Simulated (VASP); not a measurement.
# Y2C in VASP: a series of runs

Runs on Y2C. Level: PBEsol. Tasks: single point.

Program: VASP 6.6.1. These are calculated values, not measurements. Logs are shortened: lines on timing, memory, paths and dates and some standing lists are left out, and cuts for length are marked.

## (1) The structure

The cell holds a slab with vacuum, 6 atoms: a = 3.625 Å, b = 3.625 Å, c = 20.697 Å, α = 90.00°, β = 90.00°, γ = 120.00°.

## (2) Single point, PBEsol

Contents of INCAR:

```
  PREC = Accurate
  ENCUT = 650
  EDIFF = 1E-7
  ISMEAR = 1
  SIGMA = 0.1
  LREAL = False
  LASPH = True
  NELM = 120
  ALGO = Normal
  ISIF = 2
  LWAVE = False
  LCHARG = False
  LDIPOL = True
  IDIPOL = 3
  DIPOL = 0.5 0.5 0.500
  GGA = PS
  NBANDS = 40
  LVHAR = True
  LVACPOTAV = True
```

Contents of KPOINTS:

```
regular mesh
0
Gamma
  7 7 1
```

Contents of POSCAR:

```
Y2C
1.0
    3.6248384738      0.0000000000      0.0000000000
   -1.8124192369      3.1392022029      0.0000000000
    0.0000000000      0.0000000000     20.6970909600
Y C
4 2
Direct
    0.0000000000      0.0000000000      0.2898958125
    0.3333333333      0.6666666667      0.4207881666
    0.6666666667      0.3333333333      0.5792118334
    0.0000000000      0.0000000000      0.7101041875
    0.6666666667      0.3333333333      0.3553419896
    0.3333333333      0.6666666667      0.6446580104
```

Potentials or basis: VASP PAW PBE potentials, release 64 (Y_sv, C).

Launch:

```console
> cat potpaw_PBE.64/Y_sv/POTCAR potpaw_PBE.64/C/POTCAR > POTCAR
> mpirun -np 1 vasp_std > vasp.out
```

OUTCAR:

```text
PREC = Accurate
   ENCUT = 650
   EDIFF = 1E-7
   ISMEAR = 1
   LREAL = False
   LASPH = True
   NELM = 120
   ISIF = 2
   GGA = PS

 Found      8 irreducible k-points:

 Following reciprocal coordinates:
            Coordinates               Weight
  0.000000  0.000000  0.000000      1.000000
  0.142857 -0.000000  0.000000      6.000000
  0.285714 -0.000000  0.000000      6.000000
  0.428571 -0.000000  0.000000      6.000000
  0.142857  0.142857  0.000000      6.000000
  0.285714  0.142857  0.000000     12.000000
   k-points           NKPTS =      8   k-points in BZ     NKDIM =      8   number of bands    NBANDS=     40
   number of dos      NEDOS =    301   number of ions     NIONS =      6
   total plane-waves  NPLWV = 162000
   dimension x,y,z NGX =    30 NGY =   30 NGZ =  180
   dimension x,y,z NGXF=    60 NGYF=   60 NGZF=  360
   ions per type =               4   2
   NGX,Y,Z   is equivalent  to a cutoff of  13.76, 13.76, 14.46 a.u.
   NGXF,Y,Z  is equivalent  to a cutoff of  27.52, 27.52, 28.92 a.u.
 SYSTEM =  unknown system
   PREC   = accura    normal or accurate (medium, high low for compatibility)
   ISTART =      0    job   : 0-new  1-cont  2-samecut
   ICHARG =      2    charge: 1-file 2-atom 10-const
   ISPIN  =      1    spin polarized calculation?
   LNONCOLLINEAR =      F non collinear calculations
   LSORBIT =      F    spin-orbit coupling
   LASPH  =      T    aspherical Exc in radial PAW
   ENCUT  =  650.0 eV  47.77 Ry    6.91 a.u.   7.54  7.54 43.03*2*pi/ulx,y,z
   NELM   =    120;   NELMIN=  2; NELMDL= -5     # of ELM steps
   EDIFF  = 0.1E-06   stopping-criterion for ELM
   LREAL  =      F    real-space projection
   EDIFFG = 0.1E-05   stopping-criterion for IOM
   NSW    =      0    number of steps for IOM
   IBRION =     -1    ionic relax: 0-MD 1-quasi-New 2-CG
   NFREE  =      0    steps in history (QN), initial steepest desc. (CG)
   ISIF   =      2    stress and relaxation
   ISYM   =      2    0-nonsym 1-usesym 2-fastsym
   POTIM  = 0.5000    time-step for ionic-motion
   TEBEG  =    0.0;   TEEND  =   0.0 temperature during run
   PSTRESS=    0.0 pullay stress
   NELECT =      52.0000    total number of electrons
   NUPDOWN=      -1.0000    fix difference up-down
   EMIN   =  10.00;   EMAX   =-10.00  energy-range for DOS
   EFERMI =   0.00;   METHOD = LEGACY
   ISMEAR =     1;   SIGMA  =   0.10  broadening in eV -4-tet -1-fermi 0-gaus
   EFERMI_NEDOS =   21; number of points for ismear=-14 and -15
   IALGO  =     38    algorithm
   IMIX   =      4    mixing-type and parameters
     AMIX     =   0.40;   BMIX     =  1.00
     AMIX_MAG =   1.60;   BMIX_MAG =  1.00
  volume/ion in A,a.u.               =      39.25       264.89
  Fermi-wavevector in a.u.,A,eV,Ry     =   0.989472  1.869831 13.320851  0.979055
  Thomas-Fermi vector in A             =   2.121073
   LORBIT       =      0    0 simple, 1 ext, 2 COOP (PROOUT), +10 PAW based schemes
   GGA     = PS    functional components
   LHFCALC =     F    Hartree Fock is set to
   AEXX    =    0.0000 exact exchange contribution
   IVDW    =     0    specifies the selected vdW correction
   LEPSILON=     F    determine dielectric tensor
   LRPA    =     F    only Hartree local field effects (RPA)
 non-spin polarized calculation
 Methfessel and Paxton  Order N= 1 SIGMA  =   0.10
  energy-cutoff  :      650.00
  volume of cell :      235.51
 maximum number of plane-waves:      8909
 NGX is ok and might be reduce to    30
   NGX = 15   NGY = 15   NGZ = 87

 dipolmoment           0.000000      0.000000     -0.000000 electrons x Angstroem

 number of electron      52.0000001 magnetization

 dipolmoment           0.000000      0.000000      0.000000 electrons x Angstroem

 Free energy of the ion-electron system (eV)
  ---------------------------------------------------
  ext. energy  EPLUGINS =         0.00000000
  ---------------------------------------------------
  free energy    TOTEN  =       -47.23199995 eV

  energy without entropy =      -47.21130485  energy(sigma->0) =      -47.22510159

 E-fermi :   0.4973     XC(G=0):  -6.6134

 val. band max:        0.4796381544   @ k =   0.2857   0.2857   0.0000
 cond. band min:       0.4992000167   @ k =   0.2857   0.1429   0.0000
 fundamental gap:      0.0195618623
 Fermi energy:         0.4973436057

 k-point     1 :       0.0000    0.0000    0.0000
  band No.  band energies     occupation
      1     -41.8408      2.00000
      2     -41.8408      2.00000
      3     -41.3717      2.00000
      4     -41.3597      2.00000
      5     -22.0881      2.00000
      6     -22.0703      2.00000
[... 30 lines left out ...]
     37       4.1270      0.00000
     38       4.1270      0.00000

 k-point     2 :       0.1429   -0.0000    0.0000
  band No.  band energies     occupation
      1     -41.8328      2.00000
      2     -41.8328      2.00000
      3     -41.3637      2.00000
      4     -41.3528      2.00000
      5     -22.0661      2.00000
      6     -22.0531      2.00000
[... 30 lines left out ...]
     37       4.0671      0.00000
     38       4.1489      0.00000

 k-point     3 :       0.2857   -0.0000    0.0000
  band No.  band energies     occupation
      1     -41.8147      2.00000
      2     -41.8147      2.00000
      3     -41.3455      2.00000
      4     -41.3374      2.00000
      5     -22.0365      2.00000
      6     -22.0333      2.00000
[... 30 lines left out ...]
     37       4.3385      0.00000
     38       4.7027      0.00000

 k-point     4 :       0.4286   -0.0000    0.0000
  band No.  band energies     occupation
      1     -41.8001      2.00000
      2     -41.8001      2.00000
      3     -41.3302      2.00000
      4     -41.3256      2.00000
      5     -22.1304      2.00000
      6     -22.1283      2.00000
[... 30 lines left out ...]
     37       4.9145      0.00000
     38       5.1158      0.00000

 k-point     5 :       0.1429    0.1429    0.0000
  band No.  band energies     occupation
      1     -41.8197      2.00000
      2     -41.8197      2.00000
      3     -41.3506      2.00000
      4     -41.3416      2.00000
      5     -22.0366      2.00000
      6     -22.0311      2.00000
[... 30 lines left out ...]
     37       4.1708      0.00000
     38       4.6276      0.00000

 k-point     6 :       0.2857    0.1429    0.0000
  band No.  band energies     occupation
      1     -41.8034      2.00000
      2     -41.8034      2.00000
      3     -41.3337      2.00000
      4     -41.3281      2.00000
      5     -22.0673      2.00000
      6     -22.0661      2.00000
[... 30 lines left out ...]
     37       4.7503      0.00000
     38       5.0972      0.00000

 [... further k-points ...]

 [bands above 38 left out]

------------------------ aborting loop because EDIFF is reached ----------------------------------------

  FORCE on cell =-STRESS in cart. coord.  units (eV):
  Direction    XX          YY          ZZ          XY          YZ          ZX
  --------------------------------------------------------------------------------------
  -------------------------------------------------------------------------------------
  Total       -4.4173408     -4.4173408     -2.8048172      0.0000000      0.0000000      0.0000000
  in kB      -30.0506752    -30.0506752    -19.0808572      0.0000000      0.0000000      0.0000000
  external PRESSURE =     -26.3940692 kB  Pullay stress =       0.0000000 kB

 VOLUME and BASIS-vectors are now :
 -----------------------------------------------------------------------------
  energy-cutoff  :      650.00
  volume of cell :      235.51
      direct lattice vectors                 reciprocal lattice vectors
     3.624838474  0.000000000  0.000000000     0.275874362  0.159276137  0.000000000
    -1.812419237  3.139202203  0.000000000     0.000000000  0.318552274  0.000000000
     0.000000000  0.000000000 20.697090960     0.000000000  0.000000000  0.048315969

 POSITION                                       TOTAL-FORCE (eV/Angst)
 -----------------------------------------------------------------------------------
      0.00000      0.00000      6.00000         0.000000      0.000000      0.817269
     -0.00000      2.09280      8.70909        -0.000000      0.000000     -0.391097
      1.81242      1.04640     11.98800        -0.000000     -0.000000      0.391097
      0.00000      0.00000     14.69709         0.000000     -0.000000     -0.817269
      1.81242      1.04640      7.35455         0.000000      0.000000     -0.510372
     -0.00000      2.09280     13.34255         0.000000      0.000000      0.510372
 -----------------------------------------------------------------------------------
    total drift:                               -0.000000     -0.000000      0.000000

  FREE ENERGIE OF THE ION-ELECTRON SYSTEM (eV)
  ---------------------------------------------------
  free  energy   TOTEN  =       -47.2319999542 eV

  energy  without entropy=      -47.2113048478  energy(sigma->0) =      -47.22510159
```

Run time: 3.5 min. Hardware: 1 thread of Intel Xeon Platinum 8559C (Emerald Rapids), shared host; peak memory 0.4 GiB.

The run converged, but some of its settings lie outside the range that counts as converged, so its numbers aren't taken as properties of the slab.

What came out:

```yaml
Free_energy: -47.2320 eV
Largest_force: 0.817 eV/Å
Band_gap_on_the_k_mesh: none (metal or under the smearing width)
```

Caveat: the PAW data sets were made with another functional, which shifts forces and pressure a little.

## (3) Single point, PBEsol

This run uses another cell than the first one, of 35.46 Å³/atom, 0.903 times its volume.

INCAR: that of step 2 with these lines changed.

```diff
@@ -1,3 +1,3 @@
   PREC = Accurate
-  ENCUT = 650
+  ENCUT = 460
   EDIFF = 1E-7
```

Contents of KPOINTS:

```
regular mesh
0
Gamma
  11 11 1
```

Contents of POSCAR:

```
Y2C
1.0
    3.6248384738      0.0000000000      0.0000000000
   -1.8124192369      3.1392022029      0.0000000000
    0.0000000000      0.0000000000     18.6970909600
Y C
4 2
Direct
    0.0000000000      0.0000000000      0.2674212802
    0.3333333333      0.6666666667      0.4123149947
    0.6666666667      0.3333333333      0.5876850053
    0.0000000000      0.0000000000      0.7325787198
    0.6666666667      0.3333333333      0.3398681374
    0.3333333333      0.6666666667      0.6601318626
```

Potentials or basis: VASP PAW PBE potentials, release 64 (Y_sv, C).

Launch:

```console
> cat potpaw_PBE.64/Y_sv/POTCAR potpaw_PBE.64/C/POTCAR > POTCAR
> mpirun -np 1 vasp_std > vasp.out
```

Wall time 3.4 min (1 thread of Intel Xeon Platinum 8559C (Emerald Rapids), shared host); peak memory 0.37 GiB.

These settings aren't checked as converged: the numbers below hold their error.

What came out:

```yaml
Free_energy: -47.2550 eV
Largest_force: 0.783 eV/Å
Band_gap_on_the_k_mesh: none (metal or under the smearing width)
```

Caveat: the cutoff is under 1.25 times the usual one of these potentials, so pressure, stress and relaxed cells hold a basis-set (Pulay) error; the PAW data sets were made with another functional, which shifts forces and pressure a little.
